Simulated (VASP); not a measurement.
Here is the system:

```
CELL_PARAMETERS angstrom
      4.09039     0.00000     0.00000
      0.00000     4.09039     0.00000
      0.00000     0.00000     6.51175
ATOMIC_POSITIONS crystal
  Cu 0.50000 0.50000 0.00000
  Cu 0.00000 0.00000 0.00000
  I  0.50000 0.00000 0.25886
  I  0.00000 0.50000 0.74114
```

All values below come from r2SCAN meta-GGA, VASP's PBE PAW potentials (set 64) (plane waves; VASP 6.6.1). Settings: 400 eV cut-off, 6×6×4 Γ-centred mesh, tetrahedra with Blöchl corrections, potentials Cu I.

The cores are frozen, which limits the accuracy of field gradients.

Problem. Give the principal components of the electric field gradient (V/Å²) and the asymmetry η at each nucleus.

Solution. 
```json
[
 {"atom": "Cu1", "Vxx": "3.8", "Vyy": "3.8", "Vzz": "-7.6", "η": "0.00"},
 {"atom": "Cu2", "Vxx": "3.8", "Vyy": "3.8", "Vzz": "-7.6", "η": "0.00"},
 {"atom": "I3", "Vxx": "-61.5", "Vyy": "-61.5", "Vzz": "123.0", "η": "0.00"},
 {"atom": "I4", "Vxx": "-61.5", "Vyy": "-61.5", "Vzz": "123.0", "η": "0.00"}
]
```

The structure comes from a computed database's CuI entry (P4/nmm); how it stands against other phases isn't given here. It was relaxed first.
